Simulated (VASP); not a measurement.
VASP runs on Y₂Si (space group P4/nmm) share one base input (PBE GGA, plane waves, VASP's PBE PAW potentials (set 64)) and change the settings named in each case.

### POSCAR
```
Y2Si
1
    5.0129180000     0.0000000000     0.0000000000
    0.0000000000     5.0129180000     0.0000000000
    0.0000000000     0.0000000000     7.6489410000
Y Si
4 2
Direct
  0.0000000000   0.0000000000   0.0000000000
  0.5000000000   0.5000000000   0.0000000000
  0.5000000000   0.0000000000   0.2700000000
  0.0000000000   0.5000000000   0.7300000000
  0.5000000000   0.0000000000   0.7000000000
  0.0000000000   0.5000000000   0.3000000000
```

File KPOINTS:
```
Regular mesh
0
gamma
  3 3 2
```

**INCAR**
```
! general
SYSTEM   =  Y2Si
PREC     =  Accurate
ENCUT    =  300
LREAL    =  .False.
LASPH    =  .True.

! electronic loop
EDIFF    =  1E-6
NELM     =  100
ALGO     =  Normal
LMAXMIX  =  4

! smearing
ISMEAR   =  -1
SIGMA    =  0.1

! functional
GGA      =  PE

! ions
ISIF     =  2

! output
LWAVE    =  .False.
LCHARG   =  .False.
```

POTCAR, in this order: Y_sv Si (PBE.64 set). Program: vasp_std.

```csv
change,E(σ→0) (eV/atom),pressure (GPa),largest force (eV/Å),−TS (eV)
base run,-5.8376,-5.43,3.419,-0.2510
"GGA removed, POTCAR Y_sv Si (LDA.64 set)",-6.2954,-8.31,3.073,-0.2557
"GGA_COMPAT = .FALSE., LNONCOLLINEAR = .TRUE., LSORBIT = .TRUE., MAGMOM = 0.0 0.0 0.0 0.0 0.0 0.0 0.0 0.0 0.0 0.0 0.0 0.0 0.0 0.0 0.0 0.0 0.0 0.0, program vasp_ncl",-5.8702,?,?,-0.2510
KPOINTS 1×1×1 Γ-centred mesh,-5.2181,-8.28,2.980,-0.6057
```

What belongs in the gaps?

- GGA_COMPAT = .FALSE., LNONCOLLINEAR = .TRUE., LSORBIT = .TRUE., MAGMOM = 0.0 0.0 0.0 0.0 0.0 0.0 0.0 0.0 0.0 0.0 0.0 0.0 0.0 0.0 0.0 0.0 0.0 0.0, program vasp_ncl, pressure (GPa): -5.44
- GGA_COMPAT = .FALSE., LNONCOLLINEAR = .TRUE., LSORBIT = .TRUE., MAGMOM = 0.0 0.0 0.0 0.0 0.0 0.0 0.0 0.0 0.0 0.0 0.0 0.0 0.0 0.0 0.0 0.0 0.0 0.0, program vasp_ncl, largest force (eV/Å): 3.416

Energies of different potentials or functionals have different zeros.  At 300 eV the pressure can carry a Pulay error.

Left out are runs that ran out of time, are held back, or changed the cell or the kind of run, fixed moments of cells without a moment, rows past the twelfth, gaps on odd meshes, pressures of charged cells and columns that move by less than the noise.

The structure was generated: Y2Si was put into an ordered model structure, which need not be its known phase. The cell was not relaxed at this level, forces remain on its atoms, its lattice was scaled by up to 2.5 %.
